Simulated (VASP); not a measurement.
Input:

```yaml
crystal:
  lattice:
    - [0.00000, 2.38014, 2.38014]
    - [2.38014, 0.00000, 2.38014]
    - [2.38014, 2.38014, 0.00000]
  atoms:
    - { symbol: B, position: [0.00000, 0.00000, 0.00000] }
    - { symbol: As, position: [0.25000, 0.25000, 0.25000] }
```

Method: PBE GGA, VASP's PBE PAW potentials (set 64) (plane waves; VASP). Numerical set-up: 620 eV cut-off, 10×10×10 Γ-centred mesh, Gaussian smearing of 0.050 eV, potentials B As.

### Question
Estimate the energy per atom (σ→0), pressure.

### Answer

The energy per atom (σ→0) is -5.700 eV/atom and the pressure is 4.99 GPa.

The compound is BAs in the zinc blende structure. It was relaxed first under an external pressure of 5 GPa.
